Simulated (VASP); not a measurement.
# Al3Te3H (Pm-3m) in VASP: notebook

Runs on Al3Te3H. Level: PBE. Tasks: single point, relaxation of cell and atoms.

Program: VASP 6.6.1. These are calculated values, not measurements. Logs are shortened: lines on timing, memory, paths and dates and some standing lists are left out, and cuts for length are marked.

## Step 1: The cell of the first run

The structure is cubic, space group Pm-3m (No. 221). The conventional cell has a = 5.588 Å, b = 5.588 Å, c = 5.588 Å, α = 90.00°, β = 90.00°, γ = 90.00°. Al (site symmetry 4/mmm) is surrounded by 4 Te at 2.79 Å and 2 H at 2.79 Å. Te (site symmetry 4/mmm) is surrounded by 4 Al at 2.79 Å. H (site symmetry m-3m) has 6 Al at 2.79 Å as nearest neighbours.

The cell was built by a generator and needn't be a form met in nature.

## Step 2: Single point, PBE (random cell by space group and Wyckoff sites (Pm-3m, No. 221))

The input, INCAR:

```
PREC     = Accurate       # precision mode
ENCUT    = 520            # plane-wave cutoff, eV
EDIFF    = 1E-7           # SCF threshold, eV
ISMEAR   = 0              # smearing method
SIGMA    = 0.1            # smearing width, eV
LREAL    = F              # projectors in reciprocal space
LASPH    = T              # aspherical terms in the spheres
NELM     = 60             # most SCF steps
ALGO     = Fast           # electronic algorithm
ISIF     = 2              # what is computed and relaxed
LWAVE    = F              # write WAVECAR
LCHARG   = F              # write CHGCAR
GGA      = PE             # functional
NBANDS   = 23             # bands
```

The input, KPOINTS:

```
Automatic mesh
0
Gamma
  8 8 8
```

The input, POSCAR:

```
Al3Te3H
1.0
    5.5883648468      0.0000000000      0.0000000000
    0.0000000000      5.5883648468      0.0000000000
    0.0000000000      0.0000000000      5.5883648468
Al Te H
3 3 1
Direct
    0.0000000000      0.5000000000      0.5000000000
    0.5000000000      0.0000000000      0.5000000000
    0.5000000000      0.5000000000      0.0000000000
    0.5000000000      0.0000000000      0.0000000000
    0.0000000000      0.5000000000      0.0000000000
    0.0000000000      0.0000000000      0.5000000000
    0.5000000000      0.5000000000      0.5000000000
```

Potentials or basis: VASP PAW PBE potentials, release 64 (Al, Te, H).

Run with:

```bash
$ cat potpaw_PBE.64/Al/POTCAR potpaw_PBE.64/Te/POTCAR potpaw_PBE.64/H/POTCAR > POTCAR
$ mpirun -np 1 vasp_std > vasp.out
```

OUTCAR:

```text
PREC = Accurate
   ENCUT = 520
   EDIFF = 1E-7
   ISMEAR = 0
   LREAL = F
   LASPH = T
   NELM = 60
   ISIF = 2
   GGA = PE

 ion  position               nearest neighbor table
   1  0.000  0.500  0.500-   5 2.79   6 2.79   5 2.79   6 2.79
   2  0.500  0.000  0.500-   4 2.79   6 2.79   4 2.79   6 2.79
   3  0.500  0.500  0.000-   4 2.79   5 2.79   4 2.79   5 2.79
   4  0.500  0.000  0.000-   2 2.79   3 2.79   2 2.79   3 2.79
   5  0.000  0.500  0.000-   1 2.79   3 2.79   1 2.79   3 2.79
   6  0.000  0.000  0.500-   1 2.79   2 2.79   1 2.79   2 2.79
   7  0.500  0.500  0.500-

  LATTYP: Found a simple cubic cell.
 ALAT       =     5.5883648468

  Lattice vectors:

 A1 = (   5.5883648468,   0.0000000000,   0.0000000000)
 A2 = (   0.0000000000,   5.5883648468,   0.0000000000)
 A3 = (   0.0000000000,   0.0000000000,   5.5883648468)

Analysis of symmetry for initial positions (statically):
=====================================================================
 Subroutine PRICEL returns:
 Original cell was already a primitive cell.

 Routine SETGRP: Setting up the symmetry group for a
 simple cubic supercell.

 Subroutine GETGRP returns: Found 48 space group operations
 (whereof 48 operations were pure point group operations)
 out of a pool of 48 trial point group operations.

The static configuration has the point symmetry O_h .

Analysis of symmetry for dynamics (positions and initial velocities):
=====================================================================
 Subroutine PRICEL returns:
 Original cell was already a primitive cell.

 Routine SETGRP: Setting up the symmetry group for a
 simple cubic supercell.

 Subroutine GETGRP returns: Found 48 space group operations
 (whereof 48 operations were pure point group operations)
 out of a pool of 48 trial point group operations.

The dynamic configuration has the point symmetry O_h .

 Subroutine INISYM returns: Found 48 space group operations
 (whereof 48 operations are pure point group operations),
 and found     1 'primitive' translations

----------------------------------------------------------------------------------------

                                     Primitive cell

  volume of cell :     174.5236

  direct lattice vectors                    reciprocal lattice vectors
     5.588364847  0.000000000  0.000000000     0.178943220  0.000000000  0.000000000
     0.000000000  5.588364847  0.000000000     0.000000000  0.178943220  0.000000000
     0.000000000  0.000000000  5.588364847     0.000000000  0.000000000  0.178943220

  length of vectors
     5.588364847  5.588364847  5.588364847     0.178943220  0.178943220  0.178943220

  position of ions in fractional coordinates (direct lattice)
     0.000000000  0.500000000  0.500000000
     0.500000000  0.000000000  0.500000000
     0.500000000  0.500000000  0.000000000
     0.500000000  0.000000000  0.000000000
     0.000000000  0.500000000  0.000000000
     0.000000000  0.000000000  0.500000000
     0.500000000  0.500000000  0.500000000

  ion indices of the primitive-cell ions
   primitive index   ion index
                 1           1
                 2           2
                 3           3
                 4           4
                 5           5
                 6           6
                 7           7

----------------------------------------------------------------------------------------

 KPOINTS: Automatic mesh

Automatic generation of k-mesh.
 Grid dimensions read from file:
 generate k-points for:    8    8    8

 Generating k-lattice:

  Cartesian coordinates                     Fractional coordinates (reciprocal lattice)
     0.022367902  0.000000000  0.000000000     0.125000000  0.000000000  0.000000000
     0.000000000  0.022367902  0.000000000     0.000000000  0.125000000  0.000000000
     0.000000000  0.000000000  0.022367902     0.000000000  0.000000000  0.125000000

  Length of vectors
     0.022367902  0.022367902  0.022367902

  Shift w.r.t. Gamma in fractional coordinates (k-lattice)
     0.000000000  0.000000000  0.000000000

 Subroutine IBZKPT returns following result:
 ===========================================

 Found     35 irreducible k-points:

 Following reciprocal coordinates:
            Coordinates               Weight
  0.000000  0.000000  0.000000      1.000000
  0.125000  0.000000  0.000000      6.000000
  0.250000  0.000000  0.000000      6.000000
  0.375000  0.000000  0.000000      6.000000
  0.500000  0.000000  0.000000      3.000000
  0.125000  0.125000  0.000000     12.000000
[... 16 lines left out ...]
  0.375000  0.375000  0.125000     24.000000
  0.500000  0.375000  0.125000     24.000000
 [... further k-points ...]
   k-points           NKPTS =     35   k-points in BZ     NKDIM =     35   number of bands    NBANDS=     23
   number of dos      NEDOS =    301   number of ions     NIONS =      7
   total plane-waves  NPLWV =  74088
   dimension x,y,z NGX =    42 NGY =   42 NGZ =   42
   dimension x,y,z NGXF=    84 NGYF=   84 NGZF=   84
   ions per type =               3   3   1
   NGX,Y,Z   is equivalent  to a cutoff of  12.49, 12.49, 12.49 a.u.
   NGXF,Y,Z  is equivalent  to a cutoff of  24.99, 24.99, 24.99 a.u.
 SYSTEM =  unknown system
   PREC   = accura    normal or accurate (medium, high low for compatibility)
   ISTART =      0    job   : 0-new  1-cont  2-samecut
   ICHARG =      2    charge: 1-file 2-atom 10-const
   ISPIN  =      1    spin polarized calculation?
   LNONCOLLINEAR =      F non collinear calculations
   LSORBIT =      F    spin-orbit coupling
   LASPH  =      T    aspherical Exc in radial PAW
   ENCUT  =  520.0 eV  38.22 Ry    6.18 a.u.  10.39 10.39 10.39*2*pi/ulx,y,z
   NELM   =     60;   NELMIN=  2; NELMDL= -5     # of ELM steps
   EDIFF  = 0.1E-06   stopping-criterion for ELM
   LREAL  =      F    real-space projection
   EDIFFG = 0.1E-05   stopping-criterion for IOM
   NSW    =      0    number of steps for IOM
   IBRION =     -1    ionic relax: 0-MD 1-quasi-New 2-CG
   NFREE  =      0    steps in history (QN), initial steepest desc. (CG)
   ISIF   =      2    stress and relaxation
   ISYM   =      2    0-nonsym 1-usesym 2-fastsym
   POTIM  = 0.5000    time-step for ionic-motion
   TEBEG  =    0.0;   TEEND  =   0.0 temperature during run
   PSTRESS=    0.0 pullay stress
   NELECT =      28.0000    total number of electrons
   NUPDOWN=      -1.0000    fix difference up-down
   EMIN   =  10.00;   EMAX   =-10.00  energy-range for DOS
   EFERMI =   0.00;   METHOD = LEGACY
   ISMEAR =     0;   SIGMA  =   0.10  broadening in eV -4-tet -1-fermi 0-gaus
   EFERMI_NEDOS =   21; number of points for ismear=-14 and -15
   IALGO  =     68    algorithm
   IMIX   =      4    mixing-type and parameters
     AMIX     =   0.40;   BMIX     =  1.00
     AMIX_MAG =   1.60;   BMIX_MAG =  1.00
  volume/ion in A,a.u.               =      24.93       168.25
  Fermi-wavevector in a.u.,A,eV,Ry     =   0.889562  1.681028 10.766563  0.791320
  Thomas-Fermi vector in A             =   2.011138
   LORBIT       =      0    0 simple, 1 ext, 2 COOP (PROOUT), +10 PAW based schemes
   GGA     = PE    functional components
   LHFCALC =     F    Hartree Fock is set to
   AEXX    =    0.0000 exact exchange contribution
   IVDW    =     0    specifies the selected vdW correction
   LEPSILON=     F    determine dielectric tensor
   LRPA    =     F    only Hartree local field effects (RPA)
 non-spin polarized calculation
 RMM-DIIS sequential band-by-band and
 Gauss-broadening in eV      SIGMA  =   0.10
  energy-cutoff  :      520.00
  volume of cell :      174.52
 maximum number of plane-waves:      4714
 NGX is ok and might be reduce to    42
   NGX = 21   NGY = 21   NGZ = 21

 number of electron      28.0000001 magnetization

 Free energy of the ion-electron system (eV)
  ---------------------------------------------------
  ext. energy  EPLUGINS =         0.00000000
  ---------------------------------------------------
  free energy    TOTEN  =       -22.22022605 eV

  energy without entropy =      -22.20730033  energy(sigma->0) =      -22.21376319

 E-fermi :   5.4275     XC(G=0):  -9.0123

 val. band max:        5.4175027582   @ k =   0.5000   0.2500   0.1250
 cond. band min:       5.4457430068   @ k =   0.2500   0.2500   0.2500
 fundamental gap:      0.0282402485
 Fermi energy:         5.4275256769

 k-point     1 :       0.0000    0.0000    0.0000
  band No.  band energies     occupation
      1      -7.1797      2.00000
      2      -5.4969      2.00000
      3      -5.4969      2.00000
      4       0.3425      2.00000
      5       0.3425      2.00000
      6       0.3425      2.00000
[... 15 lines left out ...]
     22       8.3839      0.00000
     23      10.1807      0.00000

 k-point     2 :       0.1250    0.0000    0.0000
  band No.  band energies     occupation
      1      -7.1311      2.00000
      2      -5.5740      2.00000
      3      -5.4803      2.00000
      4       0.0411      2.00000
      5       0.3969      2.00000
      6       0.3969      2.00000
[... 15 lines left out ...]
     22       8.8430      0.00000
     23      10.4552      0.00000

 k-point     3 :       0.2500    0.0000    0.0000
  band No.  band energies     occupation
      1      -6.9904      2.00000
      2      -5.7828      2.00000
      3      -5.4389      2.00000
      4      -0.2695      2.00000
      5       0.5555      2.00000
      6       0.5555      2.00000
[... 15 lines left out ...]
     22       9.7744      0.00000
     23      10.3012      0.00000
[... 495 lines left out ...]
 k-point    23 :       0.3750    0.3750    0.1250
  band No.  band energies     occupation
      1      -6.3905      2.00000
      2      -5.9872      2.00000
      3      -5.7432      2.00000
      4      -1.4987      2.00000
      5      -0.3610      2.00000
      6      -0.2218      2.00000
[... 15 lines left out ...]
     22       9.5659      0.00000
     23       9.8832      0.00000

 k-point    24 :       0.5000    0.3750    0.1250
  band No.  band energies     occupation
      1      -6.2353      2.00000
      2      -6.0867      2.00000
      3      -5.7802      2.00000
      4      -1.6335      2.00000
      5      -0.3844      2.00000
      6      -0.2518      2.00000
[... 15 lines left out ...]
     22       9.3828      0.00000
     23       9.9232      0.00000

 [... further k-points ...]

------------------------ aborting loop because EDIFF is reached ----------------------------------------

  FORCE on cell =-STRESS in cart. coord.  units (eV):
  Direction    XX          YY          ZZ          XY          YZ          ZX
  --------------------------------------------------------------------------------------
  -------------------------------------------------------------------------------------
  Total        0.0367568      0.0367568      0.0367568     -0.0000000     -0.0000000     -0.0000000
  in kB        0.3374377      0.3374377      0.3374377     -0.0000000     -0.0000000     -0.0000000
  external PRESSURE =       0.3374377 kB  Pullay stress =       0.0000000 kB

 VOLUME and BASIS-vectors are now :
 -----------------------------------------------------------------------------
  energy-cutoff  :      520.00
  volume of cell :      174.52
      direct lattice vectors                 reciprocal lattice vectors
     5.588364847  0.000000000  0.000000000     0.178943220  0.000000000  0.000000000
     0.000000000  5.588364847  0.000000000     0.000000000  0.178943220  0.000000000
     0.000000000  0.000000000  5.588364847     0.000000000  0.000000000  0.178943220

 POSITION                                       TOTAL-FORCE (eV/Angst)
 -----------------------------------------------------------------------------------
      0.00000      2.79418      2.79418         0.000000      0.000000      0.000000
      2.79418      0.00000      2.79418         0.000000      0.000000      0.000000
      2.79418      2.79418      0.00000         0.000000      0.000000      0.000000
      2.79418      0.00000      0.00000         0.000000      0.000000      0.000000
      0.00000      2.79418      0.00000         0.000000      0.000000      0.000000
      0.00000      0.00000      2.79418         0.000000      0.000000      0.000000
      2.79418      2.79418      2.79418         0.000000      0.000000      0.000000
 -----------------------------------------------------------------------------------
    total drift:                               -0.000000      0.000000     -0.000000

  FREE ENERGIE OF THE ION-ELECTRON SYSTEM (eV)
  ---------------------------------------------------
  free  energy   TOTEN  =       -22.2202260506 eV

  energy  without entropy=      -22.2073003297  energy(sigma->0) =      -22.21376319
```

Run time: 2 min. Hardware: 1 thread of Intel Xeon Platinum 8375C at 2.90GHz (Ice Lake), shared host; peak memory 0.34 GiB.

Results:

```
Free energy            : -22.2202 eV
Pressure               : 0.0 GPa
Band gap on the k mesh : none (metal or under the smearing width)
```

Levels at points of the mesh, in eV from the Fermi level:
```
           k point  band 11  band 12  band 13  band 14  band 15  band 16  band 17  band 18
(0.00, 0.00, 0.00)    -2.73    -2.73    -0.59    -0.59    -0.59     0.43     2.36     2.36
(0.50, 0.00, 0.00)    -2.12    -1.69    -1.03    -1.03     1.07     1.13     1.13     1.71
(0.50, 0.50, 0.00)    -2.02    -1.53    -0.32    -0.07     1.15     1.15     2.05     2.13
(0.50, 0.50, 0.50)    -1.42     0.06     0.06     2.01     2.01     2.01     2.45     2.72
```

The run has no spin-orbit coupling, so splittings on Te are missing.

## Step 3: Relaxation of cell and atoms, PBE (random cell by space group and Wyckoff sites (Pm-3m, No. 221))

The input, INCAR:

```
SYSTEM = Al3Te3H
ALGO = Fast
EDIFF = 1E-7
EDIFFG = -0.01
ENCUT = 600
GGA = PE
IBRION = 2
ISIF = 3
ISMEAR = 0
LASPH = .TRUE.
LCHARG = .FALSE.
LREAL = .FALSE.
LWAVE = .FALSE.
NELM = 60
NSW = 100
PREC = Accurate
SIGMA = 0.1
```

The input, KPOINTS:

```
k-points
0
G
  8 8 8
  0 0 0
```

Changes to POSCAR since step 2:

```diff
@@ -2,5 +2,5 @@
 1.0
-    5.5883648468      0.0000000000      0.0000000000
-    0.0000000000      5.5883648468      0.0000000000
-    0.0000000000      0.0000000000      5.5883648468
+    5.5807427785      0.0000000000      0.0000000000
+    0.0000000000      5.5807427785      0.0000000000
+    0.0000000000      0.0000000000      5.5807427785
 Al Te H
```

Potentials or basis: VASP PAW PBE potentials, release 64 (Al, Te, H).

Run with:

```bash
$ cat potpaw_PBE.64/Al/POTCAR potpaw_PBE.64/Te/POTCAR potpaw_PBE.64/H/POTCAR > POTCAR
$ mpirun -np 1 vasp_std > vasp.out
```

Run time: 4.6 min. Hardware: 1 thread of Intel Xeon Platinum 8375C at 2.90GHz (Ice Lake), shared host; peak memory 0.42 GiB.

The run converged. Its results:

| Quantity | Value |
| --- | --- |
| Free energy | -22.2204 eV |
| Relaxed volume | 24.95 Å³/atom |
| Relaxed cell | a = 5.589 Å, b = 5.589 Å, c = 5.589 Å, α = 90.00°, β = 90.00°, γ = 90.00° |
| Space group after relaxing (to 0.05 Å) | Pm-3m (No. 221) |
| Energy gained by relaxing | 0.1 meV/atom |
| Ionic steps | 2 |
| Pressure after relaxing | 0.0 GPa |
| Band gap on the k mesh | none (metal or under the smearing width) |

The path:
```tsv
step	energy change (eV)	largest force (eV/Å)	pressure (GPa)	volume (Å³)
1	0.0000	0.0000	0.21	173.81
2	-0.0006	0.0000	0.01	174.63
```

Final structure:
```cif
data_structure
_symmetry_space_group_name_H-M 'P 1'
_symmetry_Int_Tables_number 1
_cell_length_a 5.5895
_cell_length_b 5.5895
_cell_length_c 5.5895
_cell_angle_alpha 90.000
_cell_angle_beta 90.000
_cell_angle_gamma 90.000
_cell_volume 174.63
loop_
_atom_site_label
_atom_site_type_symbol
_atom_site_fract_x
_atom_site_fract_y
_atom_site_fract_z
_atom_site_occupancy
Al1 Al 0.00000 0.50000 0.50000 1
Al2 Al 0.50000 0.00000 0.50000 1
Al3 Al 0.50000 0.50000 0.00000 1
Te1 Te 0.50000 0.00000 0.00000 1
Te2 Te 0.00000 0.50000 0.00000 1
Te3 Te 0.00000 0.00000 0.50000 1
H1 H 0.50000 0.50000 0.50000 1
```

Levels at points of the mesh, in eV from the Fermi level:
```
           k point  band 12  band 13  band 14  band 15  band 16  band 17
(0.00, 0.00, 0.00)    -2.73    -0.59    -0.59    -0.59     0.43     2.36
(0.50, 0.00, 0.00)    -1.69    -1.03    -1.03     1.07     1.13     1.13
(0.50, 0.50, 0.00)    -1.53    -0.32    -0.07     1.15     1.15     2.05
(0.50, 0.50, 0.50)     0.06     0.06     2.01     2.01     2.01     2.44
```

The run has no spin-orbit coupling, so splittings on Te are missing.

## Step 4: Single point, PBE (random cell by space group and Wyckoff sites (Pm-3m, No. 221))

The input, INCAR:

```
PREC     = Accurate       # precision mode
ENCUT    = 520            # plane-wave cutoff, eV
EDIFF    = 1E-6           # SCF threshold, eV
ISMEAR   = 0              # smearing method
SIGMA    = 0.1            # smearing width, eV
LREAL    = False          # projectors in reciprocal space
LASPH    = True           # aspherical terms in the spheres
NELM     = 80             # most SCF steps
ALGO     = Fast           # electronic algorithm
ISIF     = 2              # what is computed and relaxed
LWAVE    = False          # write WAVECAR
LCHARG   = True           # write CHGCAR
GGA      = PE             # functional
LELF     = True           # ELF
LVHAR    = True         
NBANDS   = 23             # bands
```

The input, KPOINTS:

```
Automatic mesh
0
Gamma
  4 4 4
```

Changes to POSCAR since step 3:

```diff
@@ -2,5 +2,5 @@
 1.0
-    5.5807427785      0.0000000000      0.0000000000
-    0.0000000000      5.5807427785      0.0000000000
-    0.0000000000      0.0000000000      5.5807427785
+    4.7664503900      0.0000000000      0.0000000000
+    0.0000000000      4.7664503900      0.0000000000
+    0.0000000000      0.0000000000      4.7664503900
 Al Te H
```

Run with:

```bash
$ cat potpaw_PBE.64/Al/POTCAR potpaw_PBE.64/Te/POTCAR potpaw_PBE.64/H/POTCAR > POTCAR
$ mpirun -np 1 vasp_std > vasp.out
```

Run time: 25 s. Hardware: 1 thread of Intel Xeon Platinum 8375C at 2.90GHz (Ice Lake), shared host; peak memory 0.21 GiB.

The run converged. Its results:

```
Free energy            : -14.6948 eV
Pressure               : 54.7 GPa
Band gap on the k mesh : none (metal or under the smearing width)
```

Levels at points of the mesh, in eV from the Fermi level:
| k point | band 11 | band 12 | band 13 | band 14 | band 15 | band 16 | band 17 | band 18 |
| --- | --- | --- | --- | --- | --- | --- | --- | --- |
| (0.00, 0.00, 0.00) | -1.67 | -1.67 | -1.32 | -1.32 | -1.32 | 0.93 | 1.12 | 1.12 |
| (0.50, 0.00, 0.00) | -3.24 | -2.06 | -2.06 | -0.88 | 0.36 | 0.36 | 1.77 | 2.40 |
| (0.50, 0.50, 0.00) | -4.37 | -2.18 | -1.92 | -0.74 | 2.05 | 2.05 | 2.53 | 2.53 |
| (0.50, 0.50, 0.50) | -1.99 | 0.01 | 0.01 | 2.10 | 2.10 | 2.10 | 2.60 | 4.27 |

Caveat: a pressure of tens of GPa on the cell as given is suspect, and the run, the potentials or the cell itself is likely at fault. Spin-orbit coupling is left out, which matters for the levels of Te.

## Step 5: Overview

```csv
task,cell,k mesh,cutoff (eV),gap on the mesh (eV),pressure (GPa)
single point,"random cell by space group and Wyckoff sites (Pm-3m, No. 221)",8 × 8 × 8,520,none,0.0
relaxation of cell and atoms,"relaxed from: random cell by space group and Wyckoff sites (Pm-3m, No. 221)",8 × 8 × 8,600,none,0.0
single point,"random cell by space group and Wyckoff sites (Pm-3m, No. 221)",4 × 4 × 4,520,none,54.7
```

Alike in all rows: level PBE; potentials or basis VASP PAW PBE potentials, release 64 (Al, Te, H); no spin polarisation; smearing gaussian 0.1 eV.

Caveats: a pressure of tens of GPa on the cell as given is suspect, and the run, the potentials or the cell itself is likely at fault (some runs).

Absolute energies hang on the potentials; compare differences alone.
